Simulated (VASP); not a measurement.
VASP runs on SiC (zinc blende) share one base input (PBE GGA, plane waves, VASP's PBE PAW potentials (set 64)) and change the settings named in each case.

INCAR:
```
LASPH  =  .TRUE.   # aspherical one-centre terms
ISMEAR  =  0   # Gaussian
LREAL  =  .FALSE.
EDIFF  =  1E-6   # SCF stop (eV)
SIGMA  =  0.05
NELM  =  100   # most electronic steps
ALGO  =  Normal   # blocked Davidson
GGA  =  PE   # PBE
ISIF  =  2   # forces and stress, cell fixed
PREC  =  Accurate
SYSTEM  =  SiC
LCHARG  =  .FALSE.
LWAVE  =  .FALSE.
ENCUT  =  520
```

KPOINTS:
```
Automatic mesh
0
Gamma
9 9 9
0 0 0
```

File POSCAR:
```
SiC
3.1446450
  0.0000000000   0.7071068435   0.7071068435
  0.7071068435   0.0000000000   0.7071068435
  0.7071068435   0.7071068435   0.0000000000
Si C
1 1
Cartesian
  0.0000000000   0.0000000000   0.0000000000
  0.3535534218   0.3535534218   0.3535534218
```

POTCAR, in this order: Si C (PBE.64 set). Program: vasp_std.

```tsv
change	E(σ→0) (eV/atom)	pressure (GPa)
base run	-7.5161	-8.93
IVDW = 12	-7.7994	-13.05
GGA removed, LMIXTAU = .TRUE., METAGGA = TPSS	-10.4834	-11.00
IVDW = 11	-7.6538	-10.77
GGA = RE	-7.2168	-7.00
IVDW = 13	-7.8294	-12.57
GGA = PS	-7.9327	-11.79
```
 Energies of different potentials or functionals have different zeros.

Left out are runs that ran out of time, are held back, or changed the cell or the kind of run, fixed moments of cells without a moment, rows past the twelfth, gaps on odd meshes, pressures of charged cells and columns that move by less than the noise.

The compound is SiC in the zinc blende structure. The cell was not relaxed at this level.
